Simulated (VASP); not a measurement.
An input for Quantum ESPRESSO's pw.x (written as the equivalent of a VASP run, and not itself run):

```
&CONTROL
  calculation = 'vc-relax'
  pseudo_dir = './pseudo'
  outdir = './out'
  tprnfor = .true.
  tstress = .true.
  nstep = 40
  forc_conv_thr = 0.00078
/
&SYSTEM
  ibrav = 0
  nat = 2
  ntyp = 1
  ecutwfc = 72
  occupations = 'smearing'
  smearing = 'methfessel-paxton'
  degauss = 0.00735
  input_dft = 'pbesol'
/
&ELECTRONS
  conv_thr = 7.3e-08
  electron_maxstep = 100
/
&IONS
/
&CELL
  press = 50
/
ATOMIC_SPECIES
  Re 186.207 Re.upf
CELL_PARAMETERS angstrom
     1.3739105   -2.3796827    0.0000000
     1.3739105    2.3796827    0.0000000
     0.0000000    0.0000000    4.4509934
ATOMIC_POSITIONS crystal
  Re   0.3333330  0.6666670  0.2500000
  Re   0.6666670  0.3333330  0.7500000
K_POINTS automatic
  15 15 8 0 0 0
```

Problem. Translate this input to VASP (INCAR, KPOINTS, POSCAR, choice of POTCAR).

Solution. Several could match; the one computed here: 
### INCAR
```
# general
SYSTEM =Re
PREC   =Accurate
ENCUT  =500
LREAL  =.FALSE.
LASPH  =.TRUE.

# electronic loop
EDIFF  =1E-6
NELM   =100
ALGO   =Normal
LMAXMIX=6

# smearing
ISMEAR =1
SIGMA  =0.1

# functional
GGA    =PS

# ions
IBRION =2
NSW    =40
ISIF   =3
EDIFFG =-0.02
PSTRESS=50

# output
LWAVE  =.FALSE.
LCHARG =.FALSE.
```

**POSCAR**
```
Re
1
    1.3739105024    -2.3796826822     0.0000000000
    1.3739105024     2.3796826822     0.0000000000
    0.0000000000     0.0000000000     4.4509934417
Re
2
Direct
  0.3333330000   0.6666670000   0.2500000000
  0.6666670000   0.3333330000   0.7500000000
```

### KPOINTS
```
Automatic mesh
0
Gamma
15 15 8
0 0 0
```

POTCAR, in this order: Re (PBE.64 set). Program: vasp_std.

The two are equivalent in intent, not identical: the potentials are each code's own (VASP's PAW set, PseudoDojo norm-conserving files in pw.x), so ENCUT and ecutwfc are chosen apart and not converted; conv_thr bounds pw.x's estimated SCF error, while EDIFF bounds the energy change between steps; forc_conv_thr acts on force components and is met together with etot_conv_thr.

The compound is Re in the hcp structure. This run relaxes it under an external pressure of 5 GPa. Symmetry was kept, so distortions that lower it aren't found.
